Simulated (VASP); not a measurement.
# AlN: GW quasiparticle gap, part 2 of 5

How does the gap of AlN change from the starting functional to GW? The cell is of the zinc-blende type, one of the forms listed for this formula. The start is a computed cell from the Materials Project.

VASP 6.6.1, plane waves and PAW; the level of theory is named at each step.

So far, quasiparticle gap on the mesh (eV): step 3 (G0W0, functional PBE, start PBE) 4.53. Also gap on the k-mesh (eV): step 2 (empty bands, functional PBE) 3.31.

### 4. Orbitals for another starting point

This step: PBE; plane waves and PAW (Al_GW, N_GW) (VASP 6.6.1).

A hybrid converges faster from good orbitals, so a cheap PBE run writes WAVECAR first.

INCAR reads:

```
SYSTEM = AlN
PREC = Accurate
ENCUT = 450
EDIFF = 1E-05
NELM = 100
ISMEAR = 0
SIGMA = 0.01
LREAL = .FALSE.
ALGO = Normal
GGA = PE
NBANDS = 10
LORBIT = 11
LWAVE = .TRUE.
LCHARG = .FALSE.
KPAR = 8
```

POSCAR reads:

```
AlN
1.0
    0.0000000000      2.1839935596      2.1839935596
    2.1839935596      0.0000000000      2.1839935596
    2.1839935596      2.1839935596      0.0000000000
Al N
1 1
Direct
    0.0000000000      0.0000000000      0.0000000000
    0.2500000000      0.2500000000      0.2500000000
```

KPOINTS reads:

```
Automatic mesh
0
Gamma
6 6 6
0 0 0
```

Potentials, in the order of the species: Al_GW and N_GW (PBE family, release 64).

On the command line:

```bash
$ mpirun -np 8 vasp_std
```

The log of the run:

```text
[banner, memory and clock lines left out]
running    8 mpi-ranks, on    1 nodes
 distrk:  each k-point on    1 cores,    8 groups
 distr:  one band on    1 cores,    1 groups

 POSCAR found type information on POSCAR AlN
 POSCAR found :  2 types and       2 ions
 [... a notice as in an earlier step ...]

 LDA part: xc-table for (Slater+PW92), standard interpolation
 POSCAR, INCAR and KPOINTS ok, starting setup
 FFT: planning ... GRIDC
 FFT: planning ... GRID_SOFT
 FFT: planning ... GRID
 WAVECAR not read
 entering main loop
       N       E                     dE             d eps       ncg     rms          rms(c)
DAV:   1     0.158873640167E+02    0.15887E+02   -0.44172E+03   320   0.664E+02
DAV:   2    -0.162641899288E+02   -0.32152E+02   -0.30702E+02   406   0.168E+02
DAV:   3    -0.172175139601E+02   -0.95332E+00   -0.95168E+00   386   0.254E+01
DAV:   4    -0.172229043273E+02   -0.53904E-02   -0.53884E-02   400   0.250E+00
DAV:   5    -0.172229880270E+02   -0.83700E-04   -0.83698E-04   400   0.273E-01    0.855E+00
DAV:   6    -0.148865229797E+02    0.23365E+01   -0.12222E+01   434   0.249E+01    0.220E+00
DAV:   7    -0.148678711259E+02    0.18652E-01   -0.82980E-02   372   0.261E+00    0.141E+00
DAV:   8    -0.148612283434E+02    0.66428E-02   -0.26040E-02   350   0.276E+00    0.184E-01
DAV:   9    -0.148609964668E+02    0.23188E-03   -0.14954E-03   482   0.343E-01    0.652E-02
DAV:  10    -0.148611260883E+02   -0.12962E-03   -0.14502E-04   344   0.902E-02    0.136E-02
DAV:  11    -0.148611248915E+02    0.11968E-05   -0.36939E-06   232   0.213E-02
   1 F= -.14861125E+02 E0= -.14861125E+02  d E =-.130513E-19
 writing wavefunctions
```

It took 1.2 s on 8 MPI ranks of Intel Xeon 6975P-C (Granite Rapids), shared host; peak memory 1 GiB.

OUTCAR, selected parts (step 4):

```text
The static configuration has the point symmetry T_d .

 Found     16 irreducible k-points:

   k-points           NKPTS =     16   k-points in BZ     NKDIM =     16   number of bands    NBANDS=     10

   NELECT =       8.0000    total number of electrons

 E-fermi :   5.0129

 k-point     1 :       0.0000    0.0000    0.0000
  band No.  band energies     occupation
      1     -10.0368      2.00000
      2       4.9526      2.00000
      3       4.9526      2.00000
      4       4.9526      2.00000
      5       9.1392      0.00000
      6      17.5013      0.00000
      7      17.5013      0.00000
      8      17.5013      0.00000
      9      22.6311      0.00000
    ...

 k-point     2 :       0.1667    0.0000    0.0000
  band No.  band energies     occupation
      1      -9.6397      2.00000
      2       3.0965      2.00000
      3       4.8202      2.00000
      4       4.8202      2.00000
      5      10.5618      0.00000
      6      16.5922      0.00000
      7      17.6686      0.00000
      8      17.6686      0.00000
      9      20.8298      0.00000
    ...

  Total        0.3151351      0.3151351      0.3151351     -0.0000000      0.0000000     -0.0000000
  in kB       24.2338963     24.2338963     24.2338963     -0.0000000      0.0000000     -0.0000000
  external PRESSURE =      24.2338963 kB  Pullay stress =       0.0000000 kB

  FREE ENERGIE OF THE ION-ELECTRON SYSTEM (eV)
  ---------------------------------------------------
  free  energy   TOTEN  =       -14.8611248915 eV

  energy  without entropy=      -14.8611248915  energy(sigma->0) =      -14.86112489

 total charge
# of ion       s       p       d       tot
------------------------------------------
    1        0.437   0.559   0.216   1.213
    2        1.193   2.570   0.000   3.763
--------------------------------------------------
tot          1.630   3.129   0.216   4.976

[... 8 parts as in an earlier step ...]

[... 5 further parts left out ...]
```

This step gave:

```yaml
free_energy_toten: -14.86 eV
fermi_energy: 5.013 eV
pressure: 2.423 GPa
gap_on_the_k_mesh: 3.314 eV
```

The run ends at a pressure of 2.42 GPa.

### 5. Another starting point, functional HSE with 0.08 exact exchange

This step: HSE with 0.08 exact exchange; plane waves and PAW (Al_GW, N_GW) (VASP 6.6.1).

To see how much the result owes to its start, the ground state is made again with HSE with 0.08 exact exchange. A small SIGMA keeps every occupation at zero or full.

INCAR reads:

```
SYSTEM = AlN
PREC = Accurate
ENCUT = 450
EDIFF = 1E-08
NELM = 100
ISMEAR = 0
SIGMA = 0.01
LREAL = .FALSE.
ALGO = Normal
LHFCALC = .TRUE.
AEXX = 0.08
GGA = PE
LASPH = .TRUE.
NBANDS = 10
PRECFOCK = Fast
LORBIT = 11
LWAVE = .TRUE.
LCHARG = .FALSE.
KPAR = 8
HFSCREEN = 0.2
```

POSCAR is that of step 4.

KPOINTS is that of step 4.

The run starts from files that an earlier step left in the folder.

On the command line:

```bash
$ mpirun -np 8 vasp_std
```

The log of the run:

```text
[banner, memory and clock lines left out]
running    8 mpi-ranks, on    1 nodes
 distrk:  each k-point on    1 cores,    8 groups
 distr:  one band on    1 cores,    1 groups

 POSCAR found type information on POSCAR AlN
 POSCAR found :  2 types and       2 ions
 [... a notice as in an earlier step ...]

 LDA part: xc-table for (Slater+PW92), standard interpolation
 found WAVECAR, reading the header
 POSCAR, INCAR and KPOINTS ok, starting setup
 FFT: planning ... GRIDC
 FFT: planning ... GRID_SOFT
 FFT: planning ... GRID
 reading WAVECAR
 the WAVECAR file was read successfully
 initial charge from wavefunction
 entering main loop
       N       E                     dE             d eps       ncg     rms          rms(c)
DAV:   1    -0.156739508879E+02   -0.15674E+02   -0.35061E-02   340   0.186E+00    0.113E-01
DAV:   2    -0.156739452874E+02    0.56005E-05   -0.15583E-04   386   0.110E-01    0.707E-02
DAV:   3    -0.156739037388E+02    0.41549E-04   -0.12926E-05   348   0.462E-02    0.418E-02
DAV:   4    -0.156738897927E+02    0.13946E-04   -0.42133E-06   368   0.272E-02    0.247E-02
DAV:   5    -0.156738851070E+02    0.46858E-05   -0.14815E-06   362   0.167E-02    0.146E-02
DAV:   6    -0.156738835502E+02    0.15567E-05   -0.52344E-07   362   0.100E-02    0.866E-03
DAV:   7    -0.156738829840E+02    0.56624E-06   -0.18785E-07   374   0.600E-03    0.516E-03
DAV:   8    -0.156738828111E+02    0.17288E-06   -0.68690E-08   350   0.363E-03    0.309E-03
DAV:   9    -0.156738827645E+02    0.46590E-07   -0.25468E-08   342   0.221E-03    0.185E-03
DAV:  10    -0.156738827353E+02    0.29242E-07   -0.91143E-09   178   0.135E-03    0.112E-03
DAV:  11    -0.156738827162E+02    0.19071E-07   -0.45002E-09   178   0.821E-04    0.677E-04
DAV:  12    -0.156738827106E+02    0.56489E-08   -0.17021E-09   178   0.445E-04
   1 F= -.15673883E+02 E0= -.15673883E+02  d E =-.490040E-13
 writing wavefunctions
```

Run time: 15 s. Hardware: 8 MPI ranks; peak memory 1.8 GiB; 2 min of CPU time.

From OUTCAR (step 5):

```text
   k-points           NKPTS =     16   k-points in BZ     NKDIM =    216   number of bands    NBANDS=     10

   NELECT =       8.0000    total number of electrons

  exchange ACFDT corr.  =         0.00000000  see jH, gK, PRB 81, 115126

 E-fermi :   4.7007

 k-point     1 :       0.0000    0.0000    0.0000
  band No.  band energies     occupation
      1     -10.8115      2.00000
      2       4.6547      2.00000
      3       4.6547      2.00000
      4       4.6547      2.00000
      5       9.2751      0.00000
      6      17.7463      0.00000
      7      17.7463      0.00000
      8      17.7463      0.00000
      9      22.9227      0.00000
    ...

  FREE ENERGIE OF THE ION-ELECTRON SYSTEM (eV)
  ---------------------------------------------------
  free  energy   TOTEN  =       -15.6738827106 eV

  energy  without entropy=      -15.6738827106  energy(sigma->0) =      -15.67388271

[... 8 parts as in an earlier step ...]

[... 9 further parts left out ...]
```

The PAW data sets were made with PBE, which is usual practice but a small mismatch for other functionals.

Numbers from this step:

* free energy (TOTEN): -15.67 eV
* Fermi energy: 4.701 eV
* gap on the k-mesh: 3.704 eV
* least direct gap on the k-mesh: 4.620 eV

### 6. Empty bands, functional HSE with 0.08 exact exchange

The next step needs empty bands that the ground-state run didn't converge, so the Hamiltonian is diagonalised exactly for NBANDS bands, in a single step. LOPTICS writes the k-derivatives of the orbitals (WAVEDER), which give the long-wavelength limit of the screening.

INCAR reads:

```
SYSTEM = AlN
PREC = Accurate
ENCUT = 450
ISMEAR = 0
SIGMA = 0.01
LREAL = .FALSE.
LHFCALC = .TRUE.
AEXX = 0.08
GGA = PE
LASPH = .TRUE.
NBANDS = 64
PRECFOCK = Fast
HFSCREEN = 0.2
ALGO = Exact
NELM = 1
LWAVE = .TRUE.
LCHARG = .FALSE.
LOPTICS = .TRUE.
NEDOS = 1000
CSHIFT = 0.1
```

POSCAR is that of step 5.

KPOINTS is that of step 5.

The run starts from files that an earlier step left in the folder.

On the command line:

```bash
$ mpirun -np 8 vasp_std
```

The log of the run:

```text
[banner, memory and clock lines left out]
running    8 mpi-ranks, on    1 nodes
[...]
[... a notice as in an earlier step ...]

 LDA part: xc-table for (Slater+PW92), standard interpolation
 found WAVECAR, reading the header
  number of bands has changed, file:    10 present:    64
  trying to continue reading WAVECAR, but it might fail
 POSCAR, INCAR and KPOINTS ok, starting setup
[...]
reading WAVECAR
 random initialization beyond band           10
 the WAVECAR file was read successfully
 initial charge from wavefunction
 entering main loop
       N       E                     dE             d eps       ncg     rms          rms(c)
DIA:   1    -0.156738827090E+02   -0.15674E+02    0.00000E+00     0   0.000E+00
   1 F= -.15673883E+02 E0= -.15673883E+02  d E =-.194098E-48
 writing wavefunctions
 optical routines
 imaginary and real dielectric function
 recalculating local potential from charge density
 direction            1
 direction            2
 direction            3
```

Run time: 92 s. Hardware: 8 MPI ranks; peak memory 1.9 GiB; 12 min of CPU time.

Parts of OUTCAR (step 6):

```text
 POSITION                                       TOTAL-FORCE (eV/Angst)
 -----------------------------------------------------------------------------------
      0.00000      0.00000      0.00000        -0.000000     -0.000000      0.000000
      1.09200      1.09200      1.09200         0.000000      0.000000     -0.000000
 -----------------------------------------------------------------------------------
    total drift:                               -0.000000     -0.000000     -0.000000

  FREE ENERGIE OF THE ION-ELECTRON SYSTEM (eV)
  ---------------------------------------------------
  free  energy   TOTEN  =       -15.6738827090 eV

  energy  without entropy=      -15.6738827090  energy(sigma->0) =      -15.67388271

[... 2 parts as in an earlier step ...]

[... 1 further part left out ...]
[key lines of the parts left out:]
E-fermi :   4.7561
```

### 7. G0W0, functional HSE with 0.08 exact exchange, start HSE with 0.08 exact exchange

This step: G0W0 on HSE with 0.08 exact exchange; plane waves and PAW (Al_GW, N_GW) (VASP 6.6.1).

G0W0 keeps orbitals and screening fixed and shifts each of the lowest NBANDSGW levels once.

INCAR reads:

```
SYSTEM = AlN
PREC = Accurate
ENCUT = 450
ISMEAR = 0
SIGMA = 0.01
LREAL = .FALSE.
LHFCALC = .TRUE.
AEXX = 0.08
GGA = PE
LASPH = .TRUE.
NBANDS = 64
PRECFOCK = Fast
HFSCREEN = 0.2
ALGO = EVGW0
NELMGW = 1
ENCUTGW = 120
NOMEGA = 64
NBANDSGW = 16
LWAVE = .FALSE.
LCHARG = .FALSE.
```

POSCAR is that of step 6.

KPOINTS is that of step 6.

The WAVECAR or CHGCAR of an earlier step is read.

On the command line:

```bash
$ mpirun -np 8 vasp_std
```

The log of the run:

```text
[banner, memory and clock lines left out]
running    8 mpi-ranks, on    1 nodes
[...]
[... a notice as in an earlier step ...]

 [... a notice as in an earlier step ...]

 LDA part: xc-table for (Slater+PW92), standard interpolation
 found WAVECAR, reading the header
 POSCAR, INCAR and KPOINTS ok, starting setup
[...]
reading WAVECAR
 the WAVECAR file was read successfully
 initial charge from wavefunction
 available memory per node:    128.65 GB, setting MAXMEM to    131735

 The Fermi energy was updated, please check that it is located mid-gap
 values below the HOMO (VB) or above the LUMO (CB) will cause erroneous energies
 E-fermi :   6.5068

 calculate exact exchange contribution
 the WAVEDER file was read successfully
energies w=
    0.000    0.000    0.558    0.000    1.115    0.000    1.670    0.000
    2.221    0.000    2.767    0.000    3.307    0.000    3.842    0.000
    4.369    0.000    4.890    0.000    5.404    0.000    5.910    0.000
[...]
total number of BLAS operations        113.63 Gflops
NQ=  12   -0.3333    0.3333    0.0000,
|.........|.........|.........|.........|.........|.........|.........|.........
 performed       4038000 updates of chi_q(r,r)
 total number of BLAS operations        125.89 Gflops
NQ=  13    0.5000    0.5000    0.0000,
|.........|.........|.........|.........|.........|.........|.........|.........
 performed       4235000 updates of chi_q(r,r)
 total number of BLAS operations        132.38 Gflops
NQ=  14    0.5000    0.3333    0.1667,
|.........|.........|.........|.........|.........|.........|.........|.........
 performed       4748000 updates of chi_q(r,r)
 total number of BLAS operations        148.16 Gflops
NQ=  15   -0.3333    0.3333    0.1667,
|.........|.........|.........|.........|.........|.........|.........|.........
 performed       5228000 updates of chi_q(r,r)
 total number of BLAS operations        162.94 Gflops
NQ=  16   -0.3333    0.5000    0.1667,
|.........|.........|.........|.........|.........|.........|.........|.........
 performed       5616000 updates of chi_q(r,r)
 total number of BLAS operations        174.88 Gflops
 resolving degeneracies of screened two electron integrals

 calculate QP shifts <psi_nk| G(iteration)W_0 |psi_nk>: iteration 1
 entering main loop
```

Elapsed: 17 s, on 8 MPI ranks; peak memory 1.9 GiB.

OUTCAR, selected parts (step 7):

```text
 QP shifts <psi_nk| G(iteration)W_0 |psi_nk>: iteration 1
 for sc-GW calculations column KS-energies equals QP-energies in previous step
 and V_xc(KS)=  KS-energies - (<T + V_ion + V_H > + <T+V_H+V_ion>^1  + <V_x>^1)
 k-point   1 :       0.0000    0.0000    0.0000
  band No.  KS-energies  QP-energies   sigma(KS)   V_xc(KS)     V^pw_x(r,r')   Z            occupation Imag(sigma)
      1     -10.8115     -11.7329     -16.8471     -15.6039     -24.8075       0.7412       2.0000       1.2067
      2       4.6548       4.0897     -17.7579     -17.0401     -20.7867       0.7871       2.0000       0.0516
      3       4.6548       4.0897     -17.7579     -17.0401     -20.7867       0.7871       2.0000       0.0516
      4       4.6548       4.0897     -17.7579     -17.0401     -20.7867       0.7871       2.0000       0.0516
      5       9.2751      10.0156     -11.4055     -12.3101      -7.7578       0.8185       0.0000      -0.0510
      6      17.7463      18.6394      -8.9140     -10.0163      -4.0435       0.8102       0.0000      -0.0982
      7      17.7463      18.6394      -8.9140     -10.0163      -4.0435       0.8102       0.0000      -0.0982
      8      17.7463      18.6394      -8.9140     -10.0163      -4.0435       0.8102       0.0000      -0.0982
    ...

[... 2 parts as in an earlier step ...]

[... 1 further part left out ...]
[key lines of the parts left out:]
E-fermi :   6.5068
```

GW takes the gap from 3.704 to 4.729 eV. That is +201 meV against G0W0 on PBE. The value holds for 64 bands, ENCUTGW = 120 eV and this mesh, and isn't shown to be converged in them.

### 8. Another starting point, functional HSE with 0.16 exact exchange

This step: HSE with 0.16 exact exchange; plane waves and PAW (Al_GW, N_GW) (VASP 6.6.1).

To see how much the result owes to its start, the ground state is made again with HSE with 0.16 exact exchange. A small SIGMA keeps every occupation at zero or full.

INCAR reads:

```
SYSTEM = AlN
PREC = Accurate
ENCUT = 450
EDIFF = 1E-08
NELM = 100
ISMEAR = 0
SIGMA = 0.01
LREAL = .FALSE.
ALGO = Normal
LHFCALC = .TRUE.
AEXX = 0.16
GGA = PE
LASPH = .TRUE.
NBANDS = 10
PRECFOCK = Fast
LORBIT = 11
LWAVE = .TRUE.
LCHARG = .FALSE.
KPAR = 8
HFSCREEN = 0.2
```

POSCAR is that of step 7.

KPOINTS is that of step 7.

On the command line:

```bash
$ mpirun -np 8 vasp_std
```

The log of the run:

```text
[... set-up lines as in an earlier step ...]
 entering main loop
       N       E                     dE             d eps       ncg     rms          rms(c)
DAV:   1    -0.164963475060E+02   -0.16496E+02   -0.13739E-01   336   0.374E+00    0.222E-01
DAV:   2    -0.164966505749E+02   -0.30307E-03   -0.76774E-04   392   0.227E-01    0.141E-01
DAV:   3    -0.164964555625E+02    0.19501E-03   -0.51931E-05   366   0.755E-02    0.846E-02
DAV:   4    -0.164963883867E+02    0.67176E-04   -0.22068E-05   362   0.598E-02    0.498E-02
[...]
DAV:  14    -0.164963550278E+02    0.15230E-07   -0.85811E-10   178   0.317E-04    0.289E-04
DAV:  15    -0.164963550153E+02    0.12453E-07   -0.28580E-10   178   0.190E-04    0.179E-04
DAV:  16    -0.164963550084E+02    0.69654E-08   -0.11886E-10   178   0.122E-04
   1 F= -.16496355E+02 E0= -.16496355E+02  d E =-.561923E-28
 writing wavefunctions
```

Wall time 19 s (8 MPI ranks); peak memory 1.7 GiB.

OUTCAR, selected parts (step 8):

```text
  FREE ENERGIE OF THE ION-ELECTRON SYSTEM (eV)
  ---------------------------------------------------
  free  energy   TOTEN  =       -16.4963550084 eV

  energy  without entropy=      -16.4963550084  energy(sigma->0) =      -16.49635501

[... 3 parts as in an earlier step ...]

[... 1 further part left out ...]
[key lines of the parts left out:]
E-fermi :   4.4257
```

### 9. Empty bands, functional HSE with 0.16 exact exchange

The next step needs empty bands that the ground-state run didn't converge, so the Hamiltonian is diagonalised exactly for NBANDS bands, in a single step. LOPTICS writes the k-derivatives of the orbitals (WAVEDER), which give the long-wavelength limit of the screening.

INCAR reads:

```
SYSTEM = AlN
PREC = Accurate
ENCUT = 450
ISMEAR = 0
SIGMA = 0.01
LREAL = .FALSE.
LHFCALC = .TRUE.
AEXX = 0.16
GGA = PE
LASPH = .TRUE.
NBANDS = 64
PRECFOCK = Fast
HFSCREEN = 0.2
ALGO = Exact
NELM = 1
LWAVE = .TRUE.
LCHARG = .FALSE.
LOPTICS = .TRUE.
NEDOS = 1000
CSHIFT = 0.1
```

POSCAR is that of step 8.

KPOINTS is that of step 8.

The WAVECAR or CHGCAR of an earlier step is read.

On the command line:

```bash
$ mpirun -np 8 vasp_std
```

The log of the run:

```text
[... set-up lines as in an earlier step ...]
 entering main loop
       N       E                     dE             d eps       ncg     rms          rms(c)
DIA:   1    -0.164963549980E+02   -0.16496E+02    0.00000E+00     0   0.000E+00
   1 F= -.16496355E+02 E0= -.16496355E+02  d E =-.222040E-27
 writing wavefunctions
 optical routines
 imaginary and real dielectric function
 recalculating local potential from charge density
 direction            1
 direction            2
 direction            3
```

The job ended after 92 s (8 MPI ranks; peak memory 1.8 GiB).

From OUTCAR (step 9):

```text
 POSITION                                       TOTAL-FORCE (eV/Angst)
 -----------------------------------------------------------------------------------
      0.00000      0.00000      0.00000        -0.000000     -0.000000      0.000000
      1.09200      1.09200      1.09200         0.000000      0.000000     -0.000000
 -----------------------------------------------------------------------------------
    total drift:                               -0.000000      0.000000     -0.000000

  FREE ENERGIE OF THE ION-ELECTRON SYSTEM (eV)
  ---------------------------------------------------
  free  energy   TOTEN  =       -16.4963549980 eV

  energy  without entropy=      -16.4963549980  energy(sigma->0) =      -16.49635500

[... 2 parts as in an earlier step ...]

[... 1 further part left out ...]
[key lines of the parts left out:]
E-fermi :   4.4248
```

[end of part 2 of 5]

[Lines on the potential files, build, host, timing and source positions are cut from VASP's logs without a mark.]

[Logs are printed without paths, hosts, clocks, repeated set-up lines and the standing remarks that a program may print on its own settings, such as how far it seeks lower states.]

[Hosts, paths, dates, database ids (printed as entryN), source tags and the programs' standing remarks are cut or masked in the printed files.]

[Pressures printed for these runs are not shown converged in the cutoff: they can be off by several GPa and have the wrong sign.]
